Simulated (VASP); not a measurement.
Consider the following.

```
NiSi2
1.0
    0.00000     2.73932     2.73932
    2.73932     0.00000     2.73932
    2.73932     2.73932     0.00000
Si Ni
2 1
Direct
  0.25000   0.25000   0.25000
  0.75000   0.75000   0.75000
  0.00000   0.00000   0.00000
```

These are revTPSS meta-GGA, VASP's PBE PAW potentials (set 64) (plane waves; VASP) values and carry that method's errors. Numerical set-up: 520 eV cut-off, 10×10×10 Γ-centred mesh, first-order Methfessel-Paxton smearing of 0.10 eV, potentials Si Ni.

Estimate the energy per atom (σ→0), pressure, band gap (on the k-mesh) with the smallest direct gap where there is one.

The band gap (on the k-mesh) is none (metal, semimetal or under 0.01 eV) and the energy per atom (σ→0) is -5.454 eV/atom. The pressure is -8.38 GPa.

Total energies compare only between runs with the same potentials, cut-off and functional.

The compound is NiSi2 in the fluorite structure. This cell is one point of a volume scan, at 1.06 of the reference volume. The run is not spin-polarised, so no magnetic state was tried.
